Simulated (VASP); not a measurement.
Here is the system:

```
CELL_PARAMETERS angstrom
      3.11883     0.00000     0.00000
     -1.55941     2.70099     0.00000
      0.00000     0.00000    20.31384
ATOMIC_POSITIONS crystal
  Mo 0.66667 0.33333 0.14714
  Mo 0.33333 0.66667 0.85286
  S  0.33333 0.66667 0.22358
  S  0.66667 0.33333 0.77642
  S  0.66667 0.33333 0.92944
  S  0.33333 0.66667 0.07056
```

Calculation: LDA (Ceperley-Alder, Perdew-Zunger), VASP's LDA PAW potentials (set 64) (plane waves; VASP 6.6.1). Run with 400 eV cut-off, 9×9×2 Γ-centred mesh, tetrahedra with Blöchl corrections, potentials Mo_sv S.

The cell holds a wide vacuum, so values per volume refer to the whole cell.

Task: Predict the energy per atom (σ→0).

Result: 
```yaml
energy per atom (σ→0): -8.140 eV/atom
```

Only differences to runs with the same potentials and settings are physical.

The cell is a sheet with vacuum, built from a database entry that may be metastable or hypothetical.
